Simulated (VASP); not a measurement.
Calculation: RPA correlation on PBE orbitals, VASP's PBE PAW potentials (set 64) (plane waves; VASP).

The input files of a VASP run:

KPOINTS:
```
Automatic mesh
0
Gamma
4 4 4
0 0 0
```

File POSCAR:
```
GaP
1
    0.0000000000     2.6503050000     2.6503050000
    2.6503050000     0.0000000000     2.6503050000
    2.6503050000     2.6503050000     0.0000000000
Ga P
1 1
Direct
  0.0000000000   0.0000000000   0.0000000000
  0.2500000000   0.2500000000   0.2500000000
```

INCAR:
```
ALGO  =  ACFDT
ENCUT  =  500
ENCUTGW  =  300
GGA  =  PE
ISMEAR  =  0
LASPH  =  .True.
LCHARG  =  .False.
LREAL  =  .False.
LWAVE  =  .False.
NBANDS  =  960
NOMEGA  =  12
PREC  =  Normal
SIGMA  =  0.01
SYSTEM  =  GaP
```

POTCAR, in this order: Ga_d_GW P_GW (PBE.64 set). Program: vasp_std. Read from the step before: WAVECAR, WAVEDER.

Output

File OSZICAR:
```
energies w=
    0.000    0.349    0.000    1.140    0.000    2.241    0.000    3.987
    0.000    6.947    0.000   12.168    0.000   21.639    0.000   39.275
    0.000   73.096    0.000  140.650    0.000  287.308    0.000  710.144
NQ=   1    0.0000    0.0000    0.0000,
 performed       6500000 updates of chi_q(r,r)
NQ=   2    0.2500    0.0000    0.0000,
 performed      13000000 updates of chi_q(r,r)
NQ=   3    0.5000    0.0000    0.0000,
 performed      19500000 updates of chi_q(r,r)
NQ=   4    0.2500    0.2500    0.0000,
 performed      26000000 updates of chi_q(r,r)
NQ=   5    0.5000    0.2500    0.0000,
 performed      32500000 updates of chi_q(r,r)
NQ=   6   -0.2500    0.2500    0.0000,
 performed      39000000 updates of chi_q(r,r)
NQ=   7    0.5000    0.5000    0.0000,
 performed      45500000 updates of chi_q(r,r)
NQ=   8   -0.2500    0.5000    0.2500,
 performed      52000000 updates of chi_q(r,r)
```

OUTCAR:
```


      cutoff energy     smooth cutoff   RPA   correlation   Hartree contr. to MP2
---------------------------------------------------------------------------------
            300.000           240.000      -18.3258628175      -29.6857010011
            285.714           228.571      -18.2568825897      -29.5823725168
            272.109           217.687      -18.1787028003      -29.4630271669
            259.151           207.321      -18.0895408433      -29.3248167157
            246.811           197.449      -17.9900589147      -29.1687239710
            235.058           188.046      -17.8786537716      -28.9922971599
            223.865           179.092      -17.7555421291      -28.7960998817
            213.204           170.564      -17.6211748360      -28.5810378215
  linear regression
  converged value                          -19.3964705565      -31.3715492482
```
(Selected blocks of OUTCAR.)

The mesh is coarse, so the correlation energy is not converged in k-points.

The compound is GaP in the zinc blende structure. This cell is one point of a volume scan, at 0.92 of the reference volume. The k-mesh is coarse (spacing up to 0.51 per Å, 2π included), so the numbers may not be converged in it.
